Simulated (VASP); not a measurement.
A run of VASP 6.6.1 is set up as follows.

INCAR

```
SYSTEM = SbC
PREC     = Accurate       ! precision mode
ENCUT    = 600            ! plane-wave cutoff, eV
EDIFF    = 1E-6           ! SCF threshold, eV
ISMEAR   = -1             ! smearing method
SIGMA    = 0.05           ! smearing width, eV
LREAL    = .False.        ! projectors in reciprocal space
LASPH    = .True.         ! aspherical terms in the spheres
NELM     = 80             ! most SCF steps
ALGO     = Normal         ! electronic algorithm
ISIF     = 3              ! what is computed and relaxed
LWAVE    = .False.        ! write WAVECAR
LCHARG   = .False.        ! write CHGCAR
GGA      = PS             ! functional
IVDW     = 12             ! dispersion correction
IBRION   = 2              ! ionic algorithm
NSW      = 40             ! ionic steps
EDIFFG   = -0.01          ! ionic threshold
```

The input KPOINTS:

```
Automatic mesh
0
Gamma
  9 9 9
  0 0 0
```

File POSCAR:

```
SbC
1.0
    3.1146800000      0.0000000000      0.0000000000
    0.0000000000      3.1146800000      0.0000000000
    0.0000000000      0.0000000000      3.1146800000
Sb C
1 1
Direct
    0.5000000000      0.5000000000      0.5000000000
    0.0000000000      0.0000000000      0.0000000000
```

Potentials or basis: VASP PAW PBE potentials, release 64 (Sb, C).

Launch:

```bash
$ cat potpaw_PBE.64/Sb/POTCAR potpaw_PBE.64/C/POTCAR > POTCAR
$ mpirun -np 1 vasp_std > vasp.out
```

Q: What does it give for the space group after relaxing (to 0.05 Å)?

A: Pm-3m (No. 221).

Q: What does it give for the dispersion energy per atom?

A: -0.375 eV.

Final structure:
```cif
data_structure
_symmetry_space_group_name_H-M 'P 1'
_symmetry_Int_Tables_number 1
_cell_length_a 3.0258
_cell_length_b 3.0258
_cell_length_c 3.0258
_cell_angle_alpha 90.000
_cell_angle_beta 90.000
_cell_angle_gamma 90.000
_cell_volume 27.70
loop_
_atom_site_label
_atom_site_type_symbol
_atom_site_fract_x
_atom_site_fract_y
_atom_site_fract_z
_atom_site_occupancy
Sb1 Sb 0.50000 0.50000 0.50000 1
C1 C 0.00000 0.00000 0.00000 1
```

 The run has no spin-orbit coupling, so splittings on Sb are missing.
